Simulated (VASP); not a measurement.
```xyz
3
Lattice="0.0000 2.5450 2.5450 2.5450 0.0000 2.5450 2.5450 2.5450 0.0000" Properties=species:S:1:pos:R:3 pbc="T T T"
Zr     0.0000     0.0000     0.0000
O      1.2725     1.2725     1.2725
O      3.8175     3.8175     3.8175
```

The numbers are results of PBE GGA, VASP's PBE PAW potentials (set 64) (plane waves; VASP 6.6.1), not measurements. Numerical set-up: 400 eV cut-off, 11×11×11 Γ-centred mesh, Fermi-Dirac smearing of 0.050 eV, potentials Zr_sv O.

At this cut-off the stress carries a Pulay error, which pulls relaxed volumes low.

Question: Give the stress tensor in GPa (positive for a compressed cell).

Answer: 
```
-2.07   0.00   0.00
 0.00  -2.07   0.00
 0.00   0.00  -2.07
```
The pressure is its mean diagonal, -2.07 GPa.

The structure is a typed ZrO2 crystal (Fm-3m). The cell was not relaxed at this level.
